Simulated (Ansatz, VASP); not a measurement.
# Pd (Pd wire along [111], 13 atoms a period) in two plane-wave programs, part 2 of 2

Wanted: the spread between two codes on one cell, functional and k mesh. Of the first pair: The structure shown is the start of the Ansatz relaxation below; VASP solves that cell, so the two are compared at the walk's first step.

VASP 6.6.1 and Ansatz 0.2.0.

So far: Set-up; Ansatz: relaxation, PBE.

**3. VASP: single point, PBE, start cell, pair 1**

Level of this step: PBE; plane waves and PAW (Pd) (VASP).

The same cell, functional, mesh and smearing now go to VASP, with its own data sets.

Lines of VASP's logs that name or quote its potential files are left out, and so is its time.

INCAR

```
SYSTEM = Pd
PREC = Accurate
ENCUT = 400
EDIFF = 1E-06
NELM = 120
ISMEAR = -1
SIGMA = 0.05
LREAL = .FALSE.
ALGO = Normal
GGA = PE
NBANDS = 80
LASPH = .TRUE.
LORBIT = 11
LWAVE = .FALSE.
LCHARG = .FALSE.
ISIF = 2
GGA_COMPAT = .FALSE.
KPAR = 4
```

POSCAR

```
Pd
1.0
   12.3720000000      0.0000000000      0.0000000000
    0.0000000000     11.6250000000      0.0000000000
    0.0000000000      0.0000000000      6.8242800000
Pd
13
Direct
    0.3874070482      0.2924731183      0.0000000000
    0.5000000000      0.5000212903      0.0000000000
    0.6125929518      0.2924731183      0.0000000000
    0.7251859845      0.5000212903      0.0000000000
    0.3874070482      0.4308385376      0.3333333333
    0.5000000000      0.6383867527      0.3333333333
    0.6125929518      0.4308385376      0.3333333333
    0.3874070482      0.5692040430      0.6666666667
    0.5000000000      0.3616558280      0.6666666667
    0.6125929518      0.5692040430      0.6666666667
    0.2748140155      0.5000212903      0.0000000000
    0.3874070482      0.7075694624      0.0000000000
    0.6125929518      0.7075694624      0.0000000000
```

KPOINTS

```
Automatic mesh
0
Gamma
1 1 12
0 0 0
```

Potentials, in the order of the species: Pd (PBE family, release 64).

Run with:

```bash
$ mpirun -np 4 vasp_std
```

Numbers of over 12 decimals in the logs are rounded to 6 here.

What it wrote:

```text
[banner, memory and clock lines left out]
running    4 mpi-ranks, on    1 nodes
 distrk:  each k-point on    1 cores,    4 groups
 distr:  one band on    1 cores,    1 groups

 POSCAR found type information on POSCAR Pd
 POSCAR found :  1 types and      13 ions
 LDA part: xc-table for (Slater+PW92), standard interpolation
 POSCAR, INCAR and KPOINTS ok, starting setup
 FFT: planning ... GRIDC
 FFT: planning ... GRID_SOFT
 FFT: planning ... GRID
 WAVECAR not read
 entering main loop
       N       E                     dE             d eps       ncg     rms          rms(c)
DAV:   1     0.751077656971E+03    0.75108E+03   -0.43067E+04  1120   0.104E+03
DAV:   2     0.209396068854E+02   -0.73014E+03   -0.66517E+03  1392   0.220E+02
DAV:   3    -0.528608539540E+02   -0.73800E+02   -0.66669E+02  1384   0.653E+01
DAV:   4    -0.558329813594E+02   -0.29721E+01   -0.28152E+01  1328   0.133E+01
DAV:   5    -0.559228369197E+02   -0.89856E-01   -0.89808E-01  1440   0.245E+00    0.144E+01
DAV:   6    -0.537198464643E+02    0.22030E+01   -0.91910E+00  1120   0.114E+01    0.111E+01
DAV:   7    -0.554842642449E+02   -0.17644E+01   -0.11020E+01  1424   0.237E+01    0.133E+01
DAV:   8    -0.528887241339E+02    0.25955E+01   -0.39214E+00  1248   0.138E+01    0.458E+00
DAV:   9    -0.527267868015E+02    0.16194E+00   -0.98850E-01  1224   0.528E+00    0.400E+00
DAV:  10    -0.526124917549E+02    0.11430E+00   -0.18257E-01  1184   0.271E+00    0.182E+00
DAV:  11    -0.525611921893E+02    0.51300E-01   -0.14167E-01  1248   0.180E+00    0.118E+00
DAV:  12    -0.525537164462E+02    0.74757E-02   -0.66018E-02  1280   0.181E+00    0.961E-01
DAV:  13    -0.525427296678E+02    0.10987E-01   -0.35427E-02  1208   0.122E+00    0.544E-01
DAV:  14    -0.525418174439E+02    0.91222E-03   -0.14050E-02  1184   0.719E-01    0.436E-01
[...]
DAV:  21    -0.525500706784E+02   -0.45400E-03   -0.12219E-04  1176   0.593E-02    0.214E-02
DAV:  22    -0.525505568134E+02   -0.48613E-03   -0.80634E-05  1160   0.270E-02    0.968E-03
DAV:  23    -0.525507252994E+02   -0.16849E-03   -0.30580E-05  1256   0.156E-02    0.137E-02
DAV:  24    -0.525507777482E+02   -0.52449E-04   -0.15656E-05  1176   0.126E-02    0.446E-03
DAV:  25    -0.525507857654E+02   -0.80171E-05   -0.22108E-06   904   0.503E-03    0.263E-03
DAV:  26    -0.525507884687E+02   -0.27033E-05   -0.40587E-07   768   0.215E-03    0.136E-03
DAV:  27    -0.525507900754E+02   -0.16067E-05   -0.23568E-07   744   0.129E-03    0.381E-04
DAV:  28    -0.525507910562E+02   -0.98082E-06   -0.13072E-07   680   0.723E-04
   1 F= -.52550791E+02 E0= -.52344707E+02  d E =-.412168E+00
```

From OUTCAR (step 3):

```text
ion  position               nearest neighbor table
   1  0.387  0.292  0.000-   3 2.79   9 2.79   5 2.79   2 2.79  11 2.79
   2  0.500  0.500  0.000-   7 2.79  10 2.79   5 2.79   8 2.79   3 2.79   1 2.79  13 2.79  12 2.79
                             9 2.79   6 2.79   4 2.79  11 2.79
   3  0.613  0.292  0.000-   1 2.79   9 2.79   7 2.79   2 2.79   4 2.79
   4  0.725  0.500  0.000-   2 2.79   7 2.79  10 2.79   3 2.79  13 2.79
   5  0.387  0.431  0.333-   7 2.79   9 2.79   1 2.79   2 2.79   6 2.79   8 2.79  11 2.79
   6  0.500  0.638  0.333-  13 2.79  12 2.79  10 2.79   8 2.79   2 2.79   7 2.79   5 2.79
   7  0.613  0.431  0.333-   5 2.79   9 2.79   3 2.79   2 2.79   6 2.79  10 2.79   4 2.79
   8  0.387  0.569  0.667-  10 2.79   6 2.79  12 2.79   2 2.79   9 2.79   5 2.79  11 2.79
   9  0.500  0.362  0.667-   3 2.79   1 2.79   7 2.79   5 2.79   2 2.79  10 2.79   8 2.79
  10  0.613  0.569  0.667-   8 2.79   6 2.79  13 2.79   2 2.79   9 2.79   7 2.79   4 2.79
  11  0.275  0.500  0.000-   2 2.79   5 2.79   8 2.79   1 2.79  12 2.79
  12  0.387  0.708  0.000-  13 2.79   6 2.79   8 2.79   2 2.79  11 2.79
  13  0.613  0.708  0.000-  12 2.79   6 2.79  10 2.79   2 2.79   4 2.79

  LATTYP: Found a simple orthorhombic cell.
 ALAT       =     6.8242800000
 B/A-ratio  =     1.7034764107
 C/A-ratio  =     1.8129385078

 Subroutine GETGRP returns: Found  4 space group operations
 (whereof  2 operations were pure point group operations)

The static configuration has the point symmetry C_1h.
 The point group associated with its full space group is C_2h.

 Found      7 irreducible k-points:

   k-points           NKPTS =      7   k-points in BZ     NKDIM =      7   number of bands    NBANDS=     80

   dimension x,y,z NGX =    84 NGY =   80 NGZ =   48
   dimension x,y,z NGXF=   168 NGYF=  160 NGZF=   96

   ENCUT  =  400.0 eV  29.40 Ry    5.42 a.u.  20.18 18.96 11.13*2*pi/ulx,y,z

   NELECT =     130.0000    total number of electrons

 k-points in reciprocal lattice and weights: Automatic mesh
   0.00000000  0.00000000  0.00000000       0.083
   0.00000000  0.00000000  0.08333333       0.167
   0.00000000  0.00000000  0.16666667       0.167
   0.00000000  0.00000000  0.25000000       0.167
   0.00000000  0.00000000  0.33333333       0.167
   0.00000000  0.00000000  0.41666667       0.167
   0.00000000  0.00000000  0.50000000       0.083

 average (electrostatic) potential at core
       1 -81.0877       2 -82.0102       3 -81.0877       4 -81.0887       5 -81.5288
       6 -81.5288       7 -81.5288       8 -81.5288       9 -81.5288      10 -81.5288
      11 -81.0887      12 -81.0877      13 -81.0877

 E-fermi :  -1.9453

 k-point     1 :       0.0000    0.0000    0.0000
  band No.  band energies     occupation
    ...
     62      -2.0671      1.83894
     63      -2.0248      1.66111
     64      -2.0163      1.61021
     65      -1.9171      0.72448
     66      -1.9158      0.71253
     67      -1.8903      0.49899
     68      -1.7800      0.07062
     69      -1.2501      0.00000
     70      -0.6048      0.00000
     71      -0.6026      0.00000
    ...

 k-point     2 :       0.0000    0.0000    0.0833
  band No.  band energies     occupation
    ...
     63      -2.0187      1.62493
     64      -2.0105      1.57266
     65      -1.9381      0.92742
     66      -1.9238      0.78762
     67      -1.9226      0.77670
     68      -1.7245      0.02384
     69      -1.4312      0.00007
     70      -0.5910      0.00000
     71      -0.4811      0.00000
     72      -0.4567      0.00000
    ...

 k-point     3 :       0.0000    0.0000    0.1667
  band No.  band energies     occupation
    ...
     63      -2.0041      1.52800
     64      -1.9996      1.49495
     65      -1.9930      1.44372
     66      -1.9424      0.97027
     67      -1.9419      0.96582
     68      -1.6995      0.01453
     69      -1.6377      0.00425
     70      -0.5553      0.00000
     71      -0.4473      0.00000
     72      -0.2885      0.00000
    ...

  Total      -10.7070346    -10.8781522    -17.4824492      0.0000000      0.0045492      0.0000000
  in kB      -17.4779333    -17.7572620    -28.5379746      0.0000000      0.0074259      0.0000000
  external PRESSURE =     -21.2577233 kB  Pullay stress =       0.0000000 kB

  energy-cutoff  :      400.00
  volume of cell :      981.50
      direct lattice vectors                 reciprocal lattice vectors
    12.372000000  0.000000000  0.000000000     0.080827675  0.000000000  0.000000000
     0.000000000 11.625000000  0.000000000     0.000000000  0.086021505  0.000000000
     0.000000000  0.000000000  6.824280000     0.000000000  0.000000000  0.146535605

 POSITION                                       TOTAL-FORCE (eV/Angst)
 -----------------------------------------------------------------------------------
      4.79300      3.40000      0.00000         0.478877      0.853650      0.001359
      6.18600      5.81275      0.00000         0.000000     -0.000000      0.000000
      7.57900      3.40000      0.00000        -0.478877      0.853650      0.001359
      8.97200      5.81275      0.00000        -0.977274     -0.000000      0.000000
      4.79300      5.00850      2.27476         0.374764      0.217717     -0.045340
      6.18600      7.42125      2.27476         0.000000     -0.438688     -0.042869
      7.57900      5.00850      2.27476        -0.374764      0.217717     -0.045340
      4.79300      6.61700      4.54952         0.374764     -0.217717      0.045340
      6.18600      4.20425      4.54952         0.000000      0.438688      0.042869
      7.57900      6.61700      4.54952        -0.374764     -0.217717      0.045340
      3.40000      5.81275      0.00000         0.977274     -0.000000      0.000000
      4.79300      8.22550      0.00000         0.478877     -0.853650     -0.001359
      7.57900      8.22550      0.00000        -0.478877     -0.853650     -0.001359
 -----------------------------------------------------------------------------------
    total drift:                                0.000000     -0.000007      0.000000

  FREE ENERGIE OF THE ION-ELECTRON SYSTEM (eV)
  ---------------------------------------------------
  free  energy   TOTEN  =       -52.5507910562 eV

  energy  without entropy=      -52.1386228539  energy(sigma->0) =      -52.34470696

 total charge
# of ion       s       p       d       tot
------------------------------------------
    1        0.374   0.157   8.602   9.133
    2        0.448   0.445   8.406   9.299
    3        0.374   0.157   8.602   9.133
    4        0.375   0.157   8.601   9.133
    5        0.412   0.252   8.492   9.157
    6        0.412   0.252   8.492   9.157
    7        0.412   0.252   8.492   9.157
    8        0.412   0.252   8.492   9.157
    9        0.412   0.252   8.492   9.157
   10        0.412   0.252   8.492   9.157
   11        0.375   0.157   8.601   9.133
   12        0.374   0.157   8.602   9.133
   13        0.374   0.157   8.602   9.133
--------------------------------------------------
tot          5.169   2.901 110.967 119.037

[... 3 further parts left out ...]
```

**4. Side by side**

Known differences besides the potentials themselves: the data sets hold 234 valence electrons in Ansatz (on its PAW soft_1 files) and 130 in VASP; the cutoff is 420 eV in Ansatz and 400 eV in VASP. Total energies have different zeros and are not compared.

Forces on 7 of the 13 atoms, those with the largest forces and the largest differences (eV/Å; atoms numbered as in POSCAR):

```tsv
atom	Ansatz x, y, z	VASP x, y, z
Pd1	0.472, 0.842, 0.001	0.479, 0.854, 0.001
Pd3	-0.472, 0.842, 0.001	-0.479, 0.854, 0.001
Pd4	-0.965, 0.000, 0.000	-0.977, 0.000, 0.000
Pd9	0.000, 0.430, 0.039	0.000, 0.439, 0.043
Pd11	0.965, 0.000, 0.000	0.977, 0.000, 0.000
Pd12	0.472, -0.842, -0.001	0.479, -0.854, -0.001
Pd13	-0.472, -0.842, -0.001	-0.479, -0.854, -0.001
```

The forces differ by 6.3 meV/Å r.m.s., which is 1.5 % of the r.m.s. force of 0.420 eV/Å (both taken over all components).

**5. Ansatz: relaxation, PBE**

This run makes the geometry at which the two programs are then compared. The cell compared in this pair holds 913.82 Å³, against 981.50 Å³ for the pair before.

The structure compared here is the end of the Ansatz relaxation.

input.yaml

```yaml
crystal:
  lattice:
    - [12.372, 0.0, 0.0]
    - [0.0, 11.625, 0.0]
    - [0.0, 0.0, 6.8242801818]
  atoms:
    - { symbol: Pd, position: [0.387407077, 0.292473118, 0.0] }
    - { symbol: Pd, position: [0.500000058, 0.500021281, 0.0] }
    - { symbol: Pd, position: [0.612593039, 0.292473118, 0.0] }
    - { symbol: Pd, position: [0.72518602, 0.500021281, 0.0] }
    - { symbol: Pd, position: [0.387407077, 0.43083856, 0.333333333] }
    - { symbol: Pd, position: [0.500000058, 0.638386724, 0.333333333] }
    - { symbol: Pd, position: [0.612593039, 0.43083856, 0.333333333] }
    - { symbol: Pd, position: [0.387407077, 0.569204002, 0.666666667] }
    - { symbol: Pd, position: [0.500000058, 0.361655839, 0.666666667] }
    - { symbol: Pd, position: [0.612593039, 0.569204002, 0.666666667] }
    - { symbol: Pd, position: [0.274814096, 0.500021281, 0.0] }
    - { symbol: Pd, position: [0.387407077, 0.707569445, 0.0] }
    - { symbol: Pd, position: [0.612593039, 0.707569445, 0.0] }
kpoints:
  mp_grid: { grid: [1, 1, 12] }
scf:
  occupations: { method: fermi_dirac, width: 0.05 }
hamiltonian:
  xc: pbe
  pseudopotentials: { kind: paw, azcp: { folder: soft_1 } }
relax:
  cell: { fix: [a, b, alpha, beta, gamma] }
  max_steps: 45
  f_tol: 0.03
```

Run with:

```bash
$ ansatz run input.yaml --threads 4 --pin off --max-ram 16384MiB --backend cpu --events-out ev --progress --plain --runs-dir out
```

What it wrote:

```text
[...]
Crystal: 13 atoms, lattice volume = 981.499 Å³
Basis set: ecut = 420 eV, 19229 PW (Γ), exchange–correlation on 180×160×96 points (8 copies of the dense FFT grid, shifted against one another)
Bands: 141, of which v1, the nominal top of the filled ones, is band 117 counted from 1 (116 counted from 0)
Symmetry: 4 space group operations
[...]
k-points: 7 of 12
[...]
- { symbol: Pd, position: [0.500000, 0.638989, 0.339155] }
    - { symbol: Pd, position: [0.613323, 0.430543, 0.338713] }
    - { symbol: Pd, position: [0.386677, 0.569499, 0.661287] }
    - { symbol: Pd, position: [0.500000, 0.361054, 0.660845] }
    - { symbol: Pd, position: [0.613323, 0.569499, 0.661287] }
    - { symbol: Pd, position: [0.281189, 0.500021, 0] }
    - { symbol: Pd, position: [0.390541, 0.701050, 0.000440538] }
    - { symbol: Pd, position: [0.609459, 0.701050, 0.000440538] }
[key lines of the parts left out:]
SCF converged after 9 iterations
Free energy (F): -90633.372863 eV
Fermi energy:    0.306427 eV
P = ⅓ Tr σ = 0.0554 GPa (0.554 kbar)
```

**6. VASP: single point, PBE, relaxed cell, pair 2**

The same cell, functional, mesh and smearing now go to VASP, with its own data sets.

INCAR: that of step 3 with these lines changed.

```diff
@@ -2,3 +2,3 @@
 PREC = Accurate
-ENCUT = 400
+ENCUT = 500
 EDIFF = 1E-06
```

POSCAR

```
Pd
1.0
   12.3720000000      0.0000000000      0.0000000000
    0.0000000000     11.6250000000      0.0000000000
    0.0000000000      0.0000000000      6.3537284404
Pd
13
Direct
    0.3905408229      0.2989922931      0.9995594623
    0.5000000000      0.5000212812      0.0000000000
    0.6094591771      0.2989922931      0.9995594623
    0.7188114382      0.5000212812      0.0000000000
    0.3866769689      0.4305431700      0.3387132319
    0.5000000000      0.6389886412      0.3391552659
    0.6133230311      0.4305431700      0.3387132319
    0.3866769689      0.5694993925      0.6612867681
    0.5000000000      0.3610539213      0.6608447341
    0.6133230311      0.5694993925      0.6612867681
    0.2811885618      0.5000212812      0.0000000000
    0.3905408229      0.7010502694      0.0004405377
    0.6094591771      0.7010502694      0.0004405377
```

KPOINTS is that of step 3.

Run with:

```bash
$ mpirun -np 4 vasp_std
```

What it wrote:

```text
[... set-up lines as in an earlier step ...]
 entering main loop
       N       E                     dE             d eps       ncg     rms          rms(c)
DAV:   1     0.812204478604E+03    0.81220E+03   -0.49623E+04  1120   0.125E+03
DAV:   2     0.174636467580E+02   -0.79474E+03   -0.72749E+03  1336   0.247E+02
DAV:   3    -0.539095834448E+02   -0.71373E+02   -0.64212E+02  1360   0.679E+01
DAV:   4    -0.569517880028E+02   -0.30422E+01   -0.28580E+01  1296   0.138E+01
[...]
DAV:  25    -0.534778692037E+02   -0.24352E-05   -0.66758E-07   816   0.449E-03    0.115E-03
DAV:  26    -0.534778708127E+02   -0.16090E-05   -0.20586E-07   712   0.107E-03    0.768E-04
DAV:  27    -0.534778717256E+02   -0.91290E-06   -0.11245E-07   768   0.663E-04
   1 F= -.53477872E+02 E0= -.53311514E+02  d E =-.332715E+00
```

From OUTCAR (step 6):

```text
  Total        0.0512842      0.0479183     -0.1800768      0.0000000      0.0186731      0.0000000
  in kB        0.0899151      0.0840138     -0.3157234      0.0000000      0.0327390      0.0000000
  external PRESSURE =      -0.0472648 kB  Pullay stress =       0.0000000 kB

 POSITION                                       TOTAL-FORCE (eV/Angst)
 -----------------------------------------------------------------------------------
      4.83177      3.47579      6.35093         0.003958      0.013256     -0.000433
      6.18600      5.81275      0.00000         0.000000      0.000000      0.000000
      7.54023      3.47579      6.35093        -0.003958      0.013256     -0.000433
      8.89314      5.81275      0.00000        -0.011436      0.000000      0.000000
      4.78397      5.00506      2.15209         0.000961      0.000886      0.000019
      6.18600      7.42824      2.15490         0.000000     -0.001394      0.000582
      7.58803      5.00506      2.15209        -0.000961      0.000886      0.000019
      4.78397      6.62043      4.20164         0.000961     -0.000886     -0.000019
      6.18600      4.19725      4.19883         0.000000      0.001394     -0.000582
      7.58803      6.62043      4.20164        -0.000961     -0.000886     -0.000019
      3.47886      5.81275      0.00000         0.011436      0.000000      0.000000
      4.83177      8.14971      0.00280         0.003958     -0.013256      0.000433
      7.54023      8.14971      0.00280        -0.003958     -0.013256      0.000433
 -----------------------------------------------------------------------------------
    total drift:                               -0.000000     -0.000002     -0.000000

  FREE ENERGIE OF THE ION-ELECTRON SYSTEM (eV)
  ---------------------------------------------------
  free  energy   TOTEN  =       -53.4778717256 eV

  energy  without entropy=      -53.1451569352  energy(sigma->0) =      -53.31151433

[... 1 part as in an earlier step ...]

[... 2 further parts left out ...]
[key lines of the parts left out:]
E-fermi :  -1.7615
```

**7. Differences**

What differs besides the data sets and the points named for the pairs above, as far as they apply: the data sets hold 234 valence electrons in Ansatz (on its PAW soft_1 files) and 130 in VASP; the cutoff is 420 eV in Ansatz and 500 eV in VASP; Ansatz's pressure holds a Pulay correction, VASP's none. Total energies have different zeros and are not compared.

The two programs side by side:

```tsv
quantity	Ansatz	VASP	difference
pressure (GPa)	0.06	0.00	+0.06
```

At this near-relaxed geometry the largest component of a force difference is 26 meV/Å.

**8. Summary of results**

* r.m.s. force difference (single point, PBE, start cell, pair 1): 1.5 % of the r.m.s. force
* difference in pressure (single point, PBE, relaxed cell, pair 2): 0.060 GPa
* r.m.s. force difference (single point, PBE, relaxed cell, pair 2): 12 meV/Å

**Reading.** The r.m.s. force difference is 12 meV/Å (single point, PBE, relaxed cell, pair 2), at about the 12 meV/Å picked in this series as the mark of a large difference. The data sets hold unlike numbers of valence electrons (234 in Ansatz and 130 in VASP), so part of the differences comes from the potentials. How closely two codes agree says nothing of how well the functional describes the real material.

[Lines on the potential files, build, host, timing and source positions are cut from VASP's logs without a mark.]

[Logs are printed without paths, hosts, clocks, repeated set-up lines and the standing remarks that a program may print on its own settings, such as how far it seeks lower states.]

[Hosts, paths, dates, database ids (printed as entryN), source tags and the programs' standing remarks are cut or masked in the printed files.]
